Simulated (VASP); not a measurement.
A run of VASP 6.6.1 is set up as follows.

File INCAR:

```
PREC = Accurate
ENCUT = 520
EDIFF = 1E-6
ISMEAR = 0
SIGMA = 0.15
LREAL = False
LASPH = True
NELM = 100
ALGO = Normal
ISIF = 2
LWAVE = False
LCHARG = False
GGA = CA
NBANDS = 16
```

Contents of KPOINTS:

```
Automatic mesh
0
Gamma
  18 18 18
```

POSCAR

```
WC
1.0
    0.0000000000      2.1926840000      2.1926840000
    2.1926840000      0.0000000000      2.1926840000
    2.1926840000      2.1926840000      0.0000000000
W C
1 1
Direct
    0.0000000000      0.0000000000      0.0000000000
    0.5000000000      0.5000000000      0.5000000000
```

Potentials or basis: VASP PAW LDA potentials, release 64 (W_sv, C).

Launch:

```console
$ cat potpaw_LDA.64/W_sv/POTCAR potpaw_LDA.64/C/POTCAR > POTCAR
$ mpirun -np 1 vasp_std > vasp.out
```

Estimate the band gap on the k mesh.

none (metal or under the smearing width).

Estimate the pressure.

-13.9 GPa.

The run has no spin-orbit coupling, so splittings on W are missing.
